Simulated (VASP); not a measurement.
Wanted: the native input for a VASP 6.6.1 run.

```yaml
Task: single point
Functional: r2SCAN
Dispersion: D3(BJ)
Potentials_or_basis: VASP PAW PBE potentials, release 64 (O)
Cutoff: 520 eV
k_mesh: 1 × 1 × 1
Occupations: fermi-dirac, width 0.05 eV
Spin: collinear spin, typed start
Starting_moments: "[0.58, 0.57, 0.58, 0.57, 0.58, 0.58, 0.57, 0.57, 0.57, 0.58, 0.57, 0.57, 0.57, 0.58, 0.58, 0.57, 0.57, 0.57, 0.57, 0.57] μB"
Dipole_correction: no
Further_INCAR_settings: LREAL = Auto; ALGO = Normal; EDIFF = 1e-07; NBANDS = 80
```

Crystal: O.

```
O
1.0
     7.77498    0.00000    0.00000
     0.00000    7.77498    0.00000
     0.00000    0.00000    7.77498
O
20
Direct
  0.72799 0.57136 0.67497
  0.80378 0.50386 0.55787
  0.30034 0.00808 0.42019
  0.34562 0.89806 0.31587
  0.99924 0.32133 0.89082
  0.02026 0.16707 0.88811
  0.08309 0.74176 0.98502
  0.06327 0.73145 0.83209
  0.25168 0.39794 0.58386
  0.39780 0.38527 0.52180
  0.43315 0.12477 0.86890
  0.39231 0.97558 0.85057
  0.69794 0.99769 0.57164
  0.84688 0.95901 0.56368
  0.37994 0.48054 0.10942
  0.41720 0.52437 0.96392
  0.73174 0.74486 0.21098
  0.69362 0.82526 0.07942
  0.66149 0.23757 0.21528
  0.80884 0.18377 0.23861
```

The cell was built by a generator and needn't be a form met in nature.

One way to write it, as run:

POSCAR

```
O
1.0
    7.7749800000      0.0000000000      0.0000000000
    0.0000000000      7.7749800000      0.0000000000
    0.0000000000      0.0000000000      7.7749800000
O
20
Direct
    0.7279890109      0.5713583829      0.6749727974
    0.8037834181      0.5038598170      0.5578663868
    0.3003351777      0.0080771912      0.4201940069
    0.3456214678     -0.1019423844      0.3158721952
    0.9992437280      0.3213255854      0.8908190118
    1.0202598592      0.1670743848      0.8881051784
    0.0830870304      0.7417639660      0.9850186110
    0.0632670438      0.7314488269      0.8320921726
    0.2516791040      0.3979431458      0.5838600228
    0.3978016664      0.3852743030      0.5218019853
    0.4331458087      0.1247720251      0.8689025567
    0.3923096908     -0.0244245001      0.8505745352
    0.6979439175      0.9976874539      0.5716413418
    0.8468832074      0.9590121132      0.5636799066
    0.3799366686      0.4805414290      0.1094150725
    0.4171972147      0.5243743392     -0.0360772632
    0.7317446476      0.7448636524      0.2109844656
    0.6936223630      0.8252625730      0.0794214262
    0.6614936630      0.2375697429      0.2152802965
    0.8088380935      0.1837689615      0.2386115463
```

INCAR.step1

```
ALGO = Normal
EDIFF = 1E-4
ENCUT = 520
GGA = PE
ISMEAR = -1
ISPIN = 2
LASPH = True
LCHARG = False
LREAL = Auto
LWAVE = True
MAGMOM = 0.58 0.57 0.58 0.57 0.58 0.58 0.57 0.57 0.57 0.58 0.57 0.57 0.57 0.58 0.58 0.57 0.57 0.57 0.57 0.57
NBANDS = 80
NELM = 150
PREC = Accurate
SIGMA = 0.05
```

INCAR.step2

```
ALGO = Normal
EDIFF = 1E-7
ENCUT = 520
ISIF = 2
ISMEAR = -1
ISPIN = 2
ISTART = 1
IVDW = 12
LASPH = True
LCHARG = False
LMIXTAU = True
LORBIT = 11
LREAL = Auto
LWAVE = False
MAGMOM = 0.58 0.57 0.58 0.57 0.58 0.58 0.57 0.57 0.57 0.58 0.57 0.57 0.57 0.58 0.58 0.57 0.57 0.57 0.57 0.57
METAGGA = R2SCAN
NBANDS = 80
NELM = 150
PREC = Accurate
SIGMA = 0.05
VDW_A1 = 0.49484001
VDW_A2 = 5.73083694
VDW_S6 = 1.0
VDW_S8 = 0.78981345
```

KPOINTS

```
k-points
0
Gamma
  1 1 1
```

Potentials or basis: VASP PAW PBE potentials, release 64 (O).

The run is started by

```console
$ cat potpaw_PBE.64/O/POTCAR > POTCAR
$ cp INCAR.step1 INCAR
$ mpirun -np 1 vasp_gam > vasp.out
$ cp INCAR.step2 INCAR
$ mpirun -np 1 vasp_gam > vasp.out
```

Results of the run:

```yaml
Pressure: 0.2 GPa
Largest_force: 2.159 eV/Å
Band_gap_on_the_k_mesh: 2.74 eV, direct
Net_moment: 20.00 μB per cell
Site_moments: O +0.83, +0.84, +0.82 μB
Valence_electrons_inside_the_program's_atomic_spheres: O 4.94, 4.90, 4.93, 4.95, 4.89, 4.96, 4.92
Dispersion_energy_per_atom: -0.017 eV
```

Caveat: the standard files for N, O and F lose accuracy on very short bonds; the PAW data sets were made with another functional, which shifts forces and pressure a little.

Run time: 4.3 min on 1 thread of Intel(R) Xeon(R) 6975P-C (Granite Rapids), on a shared host, peak memory 0.73 GiB.
